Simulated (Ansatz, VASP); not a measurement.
# SnO2 (Cassiterite) in two plane-wave programs, part 2 of 2

One calculation is typed for both programs; each brings its own data sets. How far apart do they land? The cell is taken from a series of runs on this material, whose earlier steps may have relaxed, scaled, displaced or heated it; both programs get it as it stands.

VASP 6.6.1 and Ansatz 0.2.0.

So far: Set-up; Ansatz: single point, HSE06.

**3. VASP: single point, HSE06**

Level of this step: HSE06; plane waves and PAW (Sn_d, O) (VASP).

The same cell, functional and mesh now go to VASP, with its own data sets.

Lines of VASP's logs that name or quote its potential files are left out, and so is its time.

The run reads the wave functions of an earlier VASP run, which isn't shown here.

INCAR reads:

```
SYSTEM = SnO2
PREC = Accurate
ENCUT = 520
EDIFF = 1E-06
NELM = 100
ISMEAR = 0
SIGMA = 0.01
LREAL = .FALSE.
ALGO = Normal
LHFCALC = .TRUE.
AEXX = 0.25
GGA = PE
HFSCREEN = 0.208
LASPH = .TRUE.
NBANDS = 32
PRECFOCK = Fast
LORBIT = 11
LWAVE = .FALSE.
LCHARG = .FALSE.
KPAR = 8
ISIF = 2
```

POSCAR reads:

```
SnO2
1.0
    4.8269693016      0.0000000000      0.0000000000
    0.0000000000      4.8269693016      0.0000000000
    0.0000000000      0.0000000000      3.2380154155
Sn O
2 4
Direct
    0.0000000000      0.0000000000      0.0000000000
    0.5000000000      0.5000000000      0.5000000000
    0.3065764864      0.3065764864      0.0000000000
    0.1934235136      0.8065764864      0.5000000000
    0.6934235136      0.6934235136      0.0000000000
    0.8065764864      0.1934235136      0.5000000000
```

KPOINTS reads:

```
Automatic mesh
0
Gamma
4 4 4
0 0 0
```

PAW data sets: Sn_d and O (PBE family, release 64).

The run is started by

```bash
$ mpirun -np 8 vasp_std
```

Numbers of over 12 decimals in the logs are rounded to 6 here.

What it wrote:

```text
[banner, memory and clock lines left out]
running    8 mpi-ranks, on    1 nodes
 distrk:  each k-point on    1 cores,    8 groups
 distr:  one band on    1 cores,    1 groups

 POSCAR found type information on POSCAR SnO
 POSCAR found :  2 types and       6 ions
|                                                                             |
|           W    W    AA    RRRRR   N    N  II  N    N   GGGG   !!!           |
|           W    W   A  A   R    R  NN   N  II  NN   N  G    G  !!!           |
|           W    W  A    A  R    R  N N  N  II  N N  N  G       !!!           |
|           W WW W  AAAAAA  RRRRR   N  N N  II  N  N N  G  GGG   !            |
|           WW  WW  A    A  R   R   N   NN  II  N   NN  G    G                |
|           W    W  A    A  R    R  N    N  II  N    N   GGGG   !!!           |
|                                                                             |
|     For optimal performance we recommend to set                             |
|       NCORE = 2 up to number-of-cores-per-socket                            |
|     NCORE specifies how many cores store one orbital (NPAR=cpu/NCORE).      |
|     This setting can greatly improve the performance of VASP for DFT.       |
|     The default, NCORE=1 might be grossly inefficient on modern             |
|     multi-core architectures or massively parallel machines. Do your        |
|     Unfortunately you need to use the default for GW and RPA                |
|     calculations (for HF NCORE is supported but not extensively tested      |
|     yet).                                                                   |
|                                                                             |

 LDA part: xc-table for (Slater+PW92), standard interpolation
 found WAVECAR, reading the header
 POSCAR, INCAR and KPOINTS ok, starting setup
 FFT: planning ... GRIDC
 FFT: planning ... GRID_SOFT
 FFT: planning ... GRID
 reading WAVECAR
 the WAVECAR file was read successfully
 initial charge from wavefunction
 entering main loop
       N       E                     dE             d eps       ncg     rms          rms(c)
DAV:   1    -0.472698665688E+02   -0.47270E+02   -0.11513E+00  1296   0.956E+00    0.134E+00
DAV:   2    -0.472921665836E+02   -0.22300E-01   -0.10023E-01  1432   0.243E+00    0.114E+00
DAV:   3    -0.472878161480E+02    0.43504E-02   -0.91988E-03  1896   0.109E+00    0.771E-01
DAV:   4    -0.472870716379E+02    0.74451E-03   -0.20121E-03  1720   0.351E-01    0.463E-01
DAV:   5    -0.472867176724E+02    0.35397E-03   -0.23655E-04  1408   0.148E-01    0.269E-01
DAV:   6    -0.472866070971E+02    0.11058E-03   -0.93089E-05  1376   0.835E-02    0.158E-01
DAV:   7    -0.472865750733E+02    0.32024E-04   -0.19647E-05  1832   0.463E-02    0.951E-02
DAV:   8    -0.472865656782E+02    0.93951E-05   -0.65062E-06  1448   0.297E-02    0.574E-02
DAV:   9    -0.472865635776E+02    0.21006E-05   -0.26213E-06  1160   0.179E-02    0.345E-02
DAV:  10    -0.472865633151E+02    0.26247E-06   -0.14809E-06   912   0.115E-02
   1 F= -.47286563E+02 E0= -.47286563E+02  d E =-.208349E-34
```

From OUTCAR (step 3):

```text
ion  position               nearest neighbor table
   1  0.000  0.000  0.000-   4 2.09   6 2.09   4 2.09   6 2.09   5 2.09   3 2.09
   2  0.500  0.500  0.500-   3 2.09   5 2.09   3 2.09   5 2.09   4 2.09   6 2.09
   3  0.307  0.307  0.000-   2 2.09   2 2.09   1 2.09
   4  0.193  0.807  0.500-   1 2.09   1 2.09   2 2.09
   5  0.693  0.693  0.000-   2 2.09   2 2.09   1 2.09
   6  0.807  0.193  0.500-   1 2.09   1 2.09   2 2.09

  LATTYP: Found a simple tetragonal cell.
 ALAT       =     4.8269693016
 C/A-ratio  =     0.6708174867

 Subroutine GETGRP returns: Found 16 space group operations
 (whereof  8 operations were pure point group operations)

The static configuration has the point symmetry D_2h.
 The point group associated with its full space group is D_4h.

 Found     18 irreducible k-points:

   k-points           NKPTS =     18   k-points in BZ     NKDIM =     64   number of bands    NBANDS=     32

   dimension x,y,z NGX =    36 NGY =   36 NGZ =   24
   dimension x,y,z NGXF=    72 NGYF=   72 NGZF=   48

   ENCUT  =  520.0 eV  38.22 Ry    6.18 a.u.   8.97  8.97  6.02*2*pi/ulx,y,z

   NELECT =      52.0000    total number of electrons

 k-points in reciprocal lattice and weights: Automatic mesh
   0.00000000  0.00000000  0.00000000       0.016
   0.25000000  0.00000000  0.00000000       0.062
   0.50000000  0.00000000  0.00000000       0.031
   0.25000000  0.25000000  0.00000000       0.062
   0.50000000  0.25000000  0.00000000       0.062
   0.50000000  0.50000000  0.00000000       0.016
   0.00000000  0.00000000  0.25000000       0.031
   0.25000000  0.00000000  0.25000000       0.125
   0.50000000  0.00000000  0.25000000       0.062
[...]
0.50000000  0.25000000  0.50000000       0.062
   0.50000000  0.50000000  0.50000000       0.016

  exchange ACFDT corr.  =         0.00000000  see jH, gK, PRB 81, 115126

 average (electrostatic) potential at core
       1 -94.1813       2 -94.1813       3 -62.2506       4 -62.2506       5 -62.2506
       6 -62.2506

 E-fermi :   4.2828

 k-point     1 :       0.0000    0.0000    0.0000
  band No.  band energies     occupation
    ...
     22       3.1619      2.00000
     23       3.1619      2.00000
     24       3.5331      2.00000
     25       3.5331      2.00000
     26       4.1988      2.00000
     27       6.5666      0.00000
     28      11.9084      0.00000
     29      12.1212      0.00000
     30      12.1212      0.00000
     31      16.2868      0.00000
    ...

 k-point     2 :       0.2500    0.0000    0.0000
  band No.  band energies     occupation
    ...
     22       2.6848      2.00000
     23       3.1841      2.00000
     24       3.2196      2.00000
     25       3.5624      2.00000
     26       3.9301      2.00000
     27       7.8743      0.00000
     28      11.3530      0.00000
     29      12.3996      0.00000
     30      12.5985      0.00000
     31      16.7545      0.00000
    ...

 k-point     3 :       0.5000    0.0000    0.0000
  band No.  band energies     occupation
    ...
     22       2.3213      2.00000
     23       3.2259      2.00000
     24       3.2259      2.00000
     25       3.6351      2.00000
     26       3.6351      2.00000
     27       9.9272      0.00000
     28       9.9272      0.00000
     29      12.9040      0.00000
     30      12.9040      0.00000
     31      16.8406      0.00000
    ...

  Total       -3.5613969     -3.5613969     -4.6574722      0.0000000      0.0000000      0.0000000
  in kB      -75.6315451    -75.6315451    -98.9083308      0.0000000      0.0000000      0.0000000
  external PRESSURE =     -83.3904736 kB  Pullay stress =       0.0000000 kB

  energy-cutoff  :      520.00
  volume of cell :       75.44
      direct lattice vectors                 reciprocal lattice vectors
     4.826969302  0.000000000  0.000000000     0.207169331  0.000000000  0.000000000
     0.000000000  4.826969302  0.000000000     0.000000000  0.207169331  0.000000000
     0.000000000  0.000000000  3.238015416     0.000000000  0.000000000  0.308831142

 POSITION                                       TOTAL-FORCE (eV/Angst)
 -----------------------------------------------------------------------------------
      0.00000      0.00000      0.00000         0.000000     -0.000000      0.000000
      2.41348      2.41348      1.61901         0.000000     -0.000000      0.000000
      1.47984      1.47984      0.00000         0.057208      0.057208      0.000000
      0.93365      3.89332      1.61901        -0.057208      0.057208      0.000000
      3.34713      3.34713      0.00000        -0.057208     -0.057208      0.000000
      3.89332      0.93365      1.61901         0.057208     -0.057208      0.000000
 -----------------------------------------------------------------------------------
    total drift:                                0.000012      0.000034     -0.000004

  FREE ENERGIE OF THE ION-ELECTRON SYSTEM (eV)
  ---------------------------------------------------
  free  energy   TOTEN  =       -47.2865633151 eV

  energy  without entropy=      -47.2865633151  energy(sigma->0) =      -47.28656332

 total charge
# of ion       s       p       d       tot
------------------------------------------
    1        0.847   1.032  10.344  12.223
    2        0.847   1.032  10.344  12.223
    3        1.561   3.515   0.000   5.076
    4        1.561   3.515   0.000   5.076
    5        1.561   3.515   0.000   5.076
    6        1.561   3.515   0.000   5.076
--------------------------------------------------
tot          7.937  16.124  20.688  44.749

[... 3 further parts left out ...]
```

The run ends at a pressure of -8.34 GPa, with forces up to 0.081 eV/Å.

**4. Side by side**

Known differences besides the potentials themselves: exact exchange at q = 0 is treated differently, which shows on coarse meshes; VASP keeps PBE cores, Ansatz makes them for the functional; fixed occupations in Ansatz, narrow Gaussian smearing in VASP; the cutoff is 420 eV in Ansatz and 520 eV in VASP; VASP takes a coarser grid for exact exchange (PRECFOCK = Fast). Total energies have different zeros and are not compared.

Compared:

| quantity | Ansatz | VASP | difference |
| --- | --- | --- | --- |
| gap on the k mesh (eV) | 2.379 | 2.368 | +0.011 |

A gap on the mesh is an upper bound, since the band edges may lie between its points.

**5. Outcome**

```json
{
  "difference in gap on the k mesh (single point, HSE06)": "0.011 eV"
}
```

The difference in gap on the k mesh is 0.011 eV (single point, HSE06), within the 0.08 eV picked in this series as the mark of a large difference. How closely two codes agree says nothing of how well the functional describes the real material.

[Lines on the potential files, build, host, timing and source positions are cut from VASP's logs without a mark.]

[Logs are printed without paths, hosts, clocks, repeated set-up lines and the standing remarks that a program may print on its own settings, such as how far it seeks lower states.]

[Hosts, paths, dates, database ids (printed as entryN), source tags and the programs' standing remarks are cut or masked in the printed files.]
